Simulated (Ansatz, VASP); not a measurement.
**Two plane-wave programs on PIF**

```
CELL_PARAMETERS angstrom
4.14086 0.00000 0.00000
0.00000 4.14086 0.00000
0.00000 0.00000 7.29966
ATOMIC_POSITIONS crystal
P 0.00000 0.50000 0.20800
P 0.50000 0.00000 0.79200
F 0.00000 0.50000 0.65000
F 0.50000 0.00000 0.35000
I 0.00000 0.00000 0.00000
I 0.50000 0.50000 0.00000
```

Alike in both runs: task single point; functional PBE; k mesh 6 × 6 × 4; no spin polarisation.

```csv
,VASP,Ansatz
version,VASP 6.6.1,Ansatz 0.2.0
potentials or method,"VASP PAW PBE potentials, release 64 (P, F, I)",PAW plane waves
plane-wave cutoff (eV),520,420
occupations,"methfessel-paxton of order 1, width 0.018 eV","cold, width 0.018 eV"
valence electrons in the cell,38,58
```

|  | VASP | Ansatz | Ansatz less VASP |
| --- | --- | --- | --- |
| pressure (GPa) | 16.9 | 17.1 | +0.26 |
| largest component of the traceless stress (GPa) | 21.41 | 21.46 | +0.048 |
| rms of the force components (eV/Å) | 0.647 | 0.655 | +0.0074 |

Atom by atom the forces differ by 0.008 eV/Å (rms over components). The two sets of potentials don't hold the same shells in valence.

Caveats: so large a pressure means that the cell lies far from this level's equilibrium, or that cutoff or potentials fall short (VASP); forces of over 1 eV/Å show positions far from the minimum, so gaps and moduli don't describe the material at rest. Spin-orbit coupling is left out, which matters for the levels of I.
